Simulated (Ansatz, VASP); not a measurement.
# Cross-check of WSe2 between VASP and Ansatz, part 2 of 2

Aim: how closely do two programs agree when they are given the same cell, functional and k mesh? The structure shown is the end of the Ansatz relaxation below.

VASP 6.6.1 and Ansatz 0.2.0.

So far. Step 3 (VASP: single point, PBE with D3(BJ), pair 1): The run ends at a pressure of -0.40 GPa, with forces up to 0.040 eV/Å.

### 6. Ansatz: relaxation, PBE with D3(BJ)

Level of this step: Ansatz beside VASP: Kohn-Sham DFT, plane waves, PBE with D3(BJ) (Ansatz).

This run makes the geometry at which the two programs are then compared. The cell compared in this pair holds 117.98 Å³, against 119.04 Å³ for the pair before.

The structure compared here is the end of the Ansatz relaxation.

File input.yaml:

```yaml
crystal:
  lattice:
    - [3.2871744425, 0.0, 0.0]
    - [-1.6435872212, 2.8467765739, 0.0]
    - [0.0, 0.0, 12.65720148]
  atoms:
    - { symbol: W, position: [0.3333333, 0.6666667, 0.25] }
    - { symbol: W, position: [0.6666667, 0.3333333, 0.75] }
    - { symbol: Se, position: [0.3333333, 0.6666667, 0.6182684] }
    - { symbol: Se, position: [0.6666667, 0.3333333, 0.1182684] }
    - { symbol: Se, position: [0.3333333, 0.6666667, 0.8817316] }
    - { symbol: Se, position: [0.6666667, 0.3333333, 0.3817316] }
kpoints:
  mp_grid: { grid: [10, 10, 3] }
scf:
  occupations: { method: fermi_dirac, width: 0.02 }
hamiltonian:
  xc: pbe
  pseudopotentials: { kind: paw, azcp: { folder: soft_1 } }
  dispersion: d3bj
basis:
  ecutwfc: 600
output:
  forces: true
  stress: true
  write_density: true
  write_potential: true
  elf: true
  volumetric_format: npy
relax:
  f_tol: 0.005
  max_steps: 70
  cell: { stress_tol: 0.02, p_target: 0, fix: [c, alpha, beta, gamma] }
```

Started as:

```console
> ansatz run input.yaml --threads 4 --pin off --max-ram 10240MiB --backend cpu --events-out ev --progress --plain --runs-dir out
```

Numbers of over 12 decimals in the logs are rounded to 6 here.

Log:

```text
[...]
Crystal: 6 atoms, lattice volume = 118.444 Å³
Basis set: ecut = 600 eV, 4023 PW (Γ), exchange–correlation on 54×54×216 points (8 copies of the dense FFT grid, shifted against one another)
Bands: 56, of which v1, the nominal top of the filled ones, is band 46 counted from 1 (45 counted from 0)
Symmetry: 8 space group operations
k-points: 62 of 300
[...]
- [3.280671, -2.8810486396102747e-11, 0]
    - [-1.640336, 2.841145, 0]
    - [0, 0, 12.65720148]
  atoms:
    - { symbol: W, position: [0.333333, 0.666667, 0.250000] }
    - { symbol: W, position: [0.666667, 0.333333, 0.750000] }
    - { symbol: Se, position: [0.333333, 0.666667, 0.617153] }
    - { symbol: Se, position: [0.666667, 0.333333, 0.117153] }
    - { symbol: Se, position: [0.333333, 0.666667, 0.882847] }
    - { symbol: Se, position: [0.666667, 0.333333, 0.382847] }
[key lines of the parts left out:]
SCF converged after 6 iterations
Free energy (F): -42654.248486 eV
Fermi energy:    13.589892 eV
P = ⅓ Tr σ = 0.2555 GPa (2.555 kbar)
```

### 7. VASP: single point, PBE with D3(BJ), pair 2

The same cell, functional, mesh and smearing now go to VASP, with its own data sets.

File INCAR:

```
SYSTEM = WSe2
PREC = Accurate
ENCUT = 600
EDIFF = 1E-06
NELM = 120
ISMEAR = -1
SIGMA = 0.02
LREAL = .FALSE.
ALGO = Normal
GGA = PE
IVDW = 12
NBANDS = 24
LASPH = .TRUE.
LORBIT = 11
LWAVE = .FALSE.
LCHARG = .FALSE.
ISIF = 2
GGA_COMPAT = .FALSE.
EFERMI = MIDGAP
KPAR = 2
```

File POSCAR:

```
WSe2
1.0
    3.2806713402      0.0000000000      0.0000000000
   -1.6403356701      2.8411447221      0.0000000000
    0.0000000000      0.0000000000     12.6572014800
W Se
2 4
Direct
    0.3333333386      0.6666666614      0.2500000000
    0.6666666614      0.3333333386      0.7500000000
    0.3333333281      0.6666666719      0.6171534546
    0.6666666719      0.3333333281      0.1171534546
    0.3333333281      0.6666666719      0.8828465454
    0.6666666719      0.3333333281      0.3828465454
```

File KPOINTS:

```
Automatic mesh
0
Gamma
10 10 3
0 0 0
```

PAW data sets: W and Se (PBE family, release 64).

Started as:

```console
> mpirun -np 2 vasp_std
```

Log:

```text
[... set-up lines as in an earlier step ...]
 entering main loop
       N       E                     dE             d eps       ncg     rms          rms(c)
DAV:   1     0.202581441312E+03    0.20258E+03   -0.16904E+04  1344   0.147E+03
DAV:   2    -0.275375819898E+02   -0.23012E+03   -0.22205E+03  1768   0.288E+02
DAV:   3    -0.447902680863E+02   -0.17253E+02   -0.17115E+02  1800   0.747E+01
DAV:   4    -0.451573659743E+02   -0.36710E+00   -0.36533E+00  1768   0.117E+01
[...]
DAV:  12    -0.431668535676E+02   -0.27312E-04   -0.27069E-04  1872   0.945E-02    0.335E-02
DAV:  13    -0.431668572474E+02   -0.36799E-05   -0.16057E-05  1800   0.239E-02    0.761E-03
DAV:  14    -0.431668575250E+02   -0.27761E-06   -0.20038E-06  1336   0.795E-03
   1 F= -.46048371E+02 E0= -.46048371E+02  d E =-.882968E-11
```

OUTCAR, selected parts (step 7):

```text
 Edisp (eV)   -2.88151

  Total      -0.27805    -0.27805     0.25158     0.00000     0.00000     0.00000
  in kB      -3.77611    -3.77611     3.41657     0.00000     0.00000     0.00000
  external pressure =       -1.38 kB  Pullay stress =        0.00 kB

 POSITION                                       TOTAL-FORCE (eV/Angst)
 -----------------------------------------------------------------------------------
      0.00000      1.89410      3.16430         0.000000      0.000000     -0.000000
      1.64034      0.94705      9.49290         0.000000     -0.000000     -0.000000
     -0.00000      1.89410      7.81144        -0.000000     -0.000000      0.038785
      1.64034      0.94705      1.48283         0.000000      0.000000      0.038785
     -0.00000      1.89410     11.17437        -0.000000     -0.000000     -0.038785
      1.64034      0.94705      4.84577        -0.000000      0.000000     -0.038785
 -----------------------------------------------------------------------------------
    total drift:                               -0.000006      0.000003     -0.000000

  FREE ENERGIE OF THE ION-ELECTRON SYSTEM (eV)
  ---------------------------------------------------
  free  energy   TOTEN  =       -46.0483705571 eV

  energy  without entropy=      -46.0483705571  energy(sigma->0) =      -46.04837056

[... 1 part as in an earlier step ...]

[... 2 further parts left out ...]
[key lines of the parts left out:]
E-fermi :   6.1111
```

The run ends at a pressure of -0.14 GPa, with forces up to 0.039 eV/Å.

### 8. Comparison

What differs besides the data sets and the points named for the pairs above, as far as they apply: the data sets hold 92 valence electrons in Ansatz (on its PAW soft_1 files) and 36 in VASP. Total energies have different zeros and are not compared.

Both answers:

```
              quantity  Ansatz   VASP  difference
        pressure (GPa)    0.26  -0.14       +0.39
gap on the k mesh (eV)   0.864  0.864       0.000
```

At this near-relaxed geometry the largest component of a force difference is 39 meV/Å. A gap on the mesh is an upper bound, since the band edges may lie between its points; neither run holds spin-orbit coupling, which can move the band edges of a compound of W.

### 9. Ansatz: relaxation, PBE with D3(BJ)

This run makes the geometry at which the two programs are then compared. The cell compared in this pair holds 120.12 Å³, against 117.98 Å³ for the pair before.

The structure compared here is the end of the Ansatz relaxation.

input.yaml, as its differences from that of step 6:

```diff
@@ -2,5 +2,5 @@
   lattice:
-    - [3.2871744425, 0.0, 0.0]
-    - [-1.6435872212, 2.8467765739, 0.0]
-    - [0.0, 0.0, 12.65720148]
+    - [3.2707795575, 0.0, 0.0]
+    - [-1.6353897787, 2.832578187, 0.0]
+    - [0.0, 0.0, 12.91290252]
   atoms:
@@ -25,6 +25,2 @@
   stress: true
-  write_density: true
-  write_potential: true
-  elf: true
-  volumetric_format: npy
 relax:
```

Started as:

```console
> ansatz run input.yaml --threads 4 --pin off --max-ram 10240MiB --backend cpu --events-out ev --progress --plain --runs-dir out
```

Log:

```text
[...]
Crystal: 6 atoms, lattice volume = 119.635 Å³
Basis set: ecut = 600 eV, 4059 PW (Γ), exchange–correlation on 54×54×216 points (8 copies of the dense FFT grid, shifted against one another)
Bands: 56, of which v1, the nominal top of the filled ones, is band 46 counted from 1 (45 counted from 0)
Symmetry: 8 space group operations
k-points: 62 of 300
[...]
- [3.277470, -2.892664057496366e-11, 0.0]
    - [-1.638735, 2.838373, 0.0]
    - [0.0, 0.0, 12.91290252]
  atoms:
    - { symbol: W, position: [0.333333, 0.666667, 0.25] }
    - { symbol: W, position: [0.666667, 0.333333, 0.75] }
    - { symbol: Se, position: [0.333333, 0.666667, 0.619395] }
    - { symbol: Se, position: [0.666667, 0.333333, 0.119395] }
    - { symbol: Se, position: [0.333333, 0.666667, 0.880605] }
    - { symbol: Se, position: [0.666667, 0.333333, 0.380605] }
[key lines of the parts left out:]
SCF converged after 6 iterations
Free energy (F): -42654.248780 eV
Fermi energy:    13.226601 eV
P = ⅓ Tr σ = -0.2104 GPa (-2.104 kbar)
```

### 10. VASP: single point, PBE with D3(BJ), pair 3

The same cell, functional, mesh and smearing now go to VASP, with its own data sets.

INCAR is that of step 7.

File POSCAR:

```
WSe2
1.0
    3.2774702611      0.0000000000      0.0000000000
   -1.6387351305      2.8383725063      0.0000000000
    0.0000000000      0.0000000000     12.9129025200
W Se
2 4
Direct
    0.3333333180      0.6666666820      0.2500000000
    0.6666666820      0.3333333180      0.7500000000
    0.3333333487      0.6666666513      0.6193954146
    0.6666666513      0.3333333487      0.1193954146
    0.3333333487      0.6666666513      0.8806045854
    0.6666666513      0.3333333487      0.3806045854
```

KPOINTS is that of step 7.

Started as:

```console
> mpirun -np 2 vasp_std
```

Log:

```text
[... set-up lines as in an earlier step ...]
 entering main loop
       N       E                     dE             d eps       ncg     rms          rms(c)
DAV:   1     0.208939814982E+03    0.20894E+03   -0.17022E+04  1344   0.147E+03
DAV:   2    -0.276448468208E+02   -0.23658E+03   -0.22801E+03  1840   0.287E+02
DAV:   3    -0.449010060742E+02   -0.17256E+02   -0.17115E+02  1824   0.727E+01
DAV:   4    -0.452271857967E+02   -0.32618E+00   -0.32516E+00  1752   0.110E+01
[...]
DAV:  12    -0.432218899211E+02   -0.47402E-04   -0.23622E-04  1832   0.871E-02    0.318E-02
DAV:  13    -0.432218942832E+02   -0.43620E-05   -0.17193E-05  1896   0.235E-02    0.762E-03
DAV:  14    -0.432218946187E+02   -0.33551E-06   -0.20021E-06  1336   0.791E-03
   1 F= -.46048246E+02 E0= -.46048246E+02  d E =-.757384E-12
```

OUTCAR, selected parts (step 10):

```text
 Edisp (eV)   -2.82635

  Total      -0.30539    -0.30539    -0.74648    -0.00000     0.00000     0.00000
  in kB      -4.07318    -4.07318    -9.95622    -0.00000     0.00000     0.00000
  external pressure =       -6.03 kB  Pullay stress =        0.00 kB

 POSITION                                       TOTAL-FORCE (eV/Angst)
 -----------------------------------------------------------------------------------
     -0.00000      1.89225      3.22823         0.000000      0.000000      0.000000
      1.63874      0.94612      9.68468         0.000000      0.000000      0.000000
      0.00000      1.89225      7.99819        -0.000000      0.000000      0.040730
      1.63874      0.94612      1.54174         0.000000     -0.000000      0.040730
      0.00000      1.89225     11.37116        -0.000000      0.000000     -0.040730
      1.63874      0.94612      4.91471         0.000000      0.000000     -0.040730
 -----------------------------------------------------------------------------------
    total drift:                               -0.000018      0.000010     -0.000000

  FREE ENERGIE OF THE ION-ELECTRON SYSTEM (eV)
  ---------------------------------------------------
  free  energy   TOTEN  =       -46.0482462525 eV

  energy  without entropy=      -46.0482462525  energy(sigma->0) =      -46.04824625

[... 1 part as in an earlier step ...]

[... 2 further parts left out ...]
[key lines of the parts left out:]
E-fermi :   5.8814
```

The run ends at a pressure of -0.60 GPa, with forces up to 0.041 eV/Å.

### 11. Side by side

What differs besides the data sets and the points named for the pairs above, as far as they apply: the data sets hold 92 valence electrons in Ansatz (on its PAW soft_1 files) and 36 in VASP. Total energies have different zeros and are not compared.

The two programs side by side:

```
              quantity  Ansatz   VASP  difference
        pressure (GPa)   -0.21  -0.60       +0.39
gap on the k mesh (eV)   0.966  0.967       0.000
```

At this near-relaxed geometry the largest component of a force difference is 40 meV/Å. A gap on the mesh is an upper bound, since the band edges may lie between its points; neither run holds spin-orbit coupling, which can move the band edges of a compound of W.

### 12. Outcome

| Item | Value |
| --- | --- |
| r.m.s. force difference (single point, PBE with D3(BJ), pair 1) | 19 meV/Å |
| r.m.s. force difference (single point, PBE with D3(BJ), pair 2) | 19 meV/Å |
| r.m.s. force difference (single point, PBE with D3(BJ), pair 3) | 19 meV/Å |

What this shows: The r.m.s. force difference is 19 meV/Å (single point, PBE with D3(BJ), pair 3), beyond the 12 meV/Å picked in this series as the mark of a large difference. The data sets hold unlike numbers of valence electrons (92 in Ansatz and 36 in VASP), so part of the differences comes from the potentials. Single point, PBE with D3(BJ), pair 1, VASP with the data sets W and Se_sv_GW and a cutoff of 620 eV: r.m.s. force difference goes from 19 to 31 meV/Å; the difference in pressure goes from 0.39 to 2.0 GPa; the difference in gap on the k mesh goes from -2.0e-5 to -0.0065 eV. What causes the difference of the single point, PBE with D3(BJ), pair 2 pair stays open here. What causes the difference of the single point, PBE with D3(BJ), pair 3 pair stays open here. 3 further runs of this series are not shown here. Such differences can come from data sets, numerical settings and the points named under the comparisons, not from the functional's error against experiment.

[Lines on the potential files, build, host, timing and source positions are cut from VASP's logs without a mark.]

[Logs are printed without paths, hosts, clocks, repeated set-up lines and the standing remarks that a program may print on its own settings, such as how far it seeks lower states.]

[Hosts, paths, dates, database ids (printed as entryN), source tags and the programs' standing remarks are cut or masked in the printed files.]
